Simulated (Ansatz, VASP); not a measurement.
## TiRh in VASP and in Ansatz

```
Ti Rh
1.0
     2.92700    0.00000    0.00000
     0.00000    2.92700    0.00000
     0.00000    0.00000    3.28161
Ti Rh
1 1
Cartesian
  1.4635 1.4635 1.6408
  0.0000 0.0000 0.0000
```

Change from the starting cell: volume scaled by 0.94.

Alike in both runs: task single point; functional PBEsol; k mesh 11 × 11 × 10; occupations fermi-dirac, width 0.05 eV; no spin polarisation.

|  | VASP | Ansatz |
| --- | --- | --- |
| version | VASP 6.6.1 | Ansatz 0.2.0 |
| potentials or method | VASP PAW PBE potentials, release 64 (Ti_sv, Rh_pv), cutoff 520 eV | all-electron LAPW, scalar-relativistic |

|  | VASP | Ansatz | Ansatz less VASP |
| --- | --- | --- | --- |
| pressure (GPa) | 6.0 | 6.1 | +0.10 |
| largest component of the traceless stress (GPa) | 2.41 | 2.38 | -0.031 |

Ansatz ran all-electron here, so the differences hold the error of VASP's frozen core and of both bases.

Caveats: the PAW data sets were made with another functional, which shifts forces and pressure a little (VASP).
